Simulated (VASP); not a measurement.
VASP ran on this input.

File POSCAR:
```
BaS
1.0
  0.0000000000   3.1811776449   3.1811776449
  3.1811776449   0.0000000000   3.1811776449
  3.1811776449   3.1811776449   0.0000000000
Ba S
1 1
Cart
  0.0000000000   0.0000000000   0.0000000000
  3.1811776449   3.1811776449   3.1811776449
```

KPOINTS:
```
Automatic mesh
0
Gamma
7 7 7
0 0 0
```

**INCAR**
```
SYSTEM = BaS
PREC = Accurate; ENCUT = 500; LREAL = .FALSE.
LASPH = .TRUE.
EDIFF = 1E-6; NELM = 100; ALGO = Normal
LMAXMIX = 4
ISMEAR = 0; SIGMA = 0.05
GGA = PS
IBRION = 2; NSW = 40; ISIF = 3
EDIFFG = -0.02
LWAVE = .FALSE.; LCHARG = .FALSE.
```

POTCAR, in this order: Ba_sv S (PBE.64 set). Program: vasp_std.

**Question.** Write an equivalent input for Ansatz.

**Answer.** One equivalent input (not run):
Ansatz 0.2 input:
```yaml
crystal:
  lattice:
    - [0.0000000, 3.1811776, 3.1811776]
    - [3.1811776, 0.0000000, 3.1811776]
    - [3.1811776, 3.1811776, 0.0000000]
  atoms:
    - { symbol: Ba, position: [0.0000000, 0.0000000, 0.0000000] }
    - { symbol: S, position: [0.5000000, 0.5000000, 0.5000000] }
kpoints:
  mp_grid: { grid: [7, 7, 7] }
hamiltonian:
  xc: pbesol
  pseudopotentials: { kind: paw }
scf:
  occupations: { method: gaussian, width: 0.05 }
  max_iter: 100
relax:
  max_steps: 40
  f_tol: 0.02
  cell: {}
output: { forces: true, stress: true, eigenvalues: true }
```
Limits of the translation: each code has its own PAW files, so the cut-off isn't converted (ENCUT is set for VASP's; basis.ecutwfc is left out, and Ansatz then takes the one that its files recommend); Ansatz stops its SCF on the density residual and VASP on the energy change (EDIFF).

The compound is BaS in the rock salt structure. It was relaxed first.
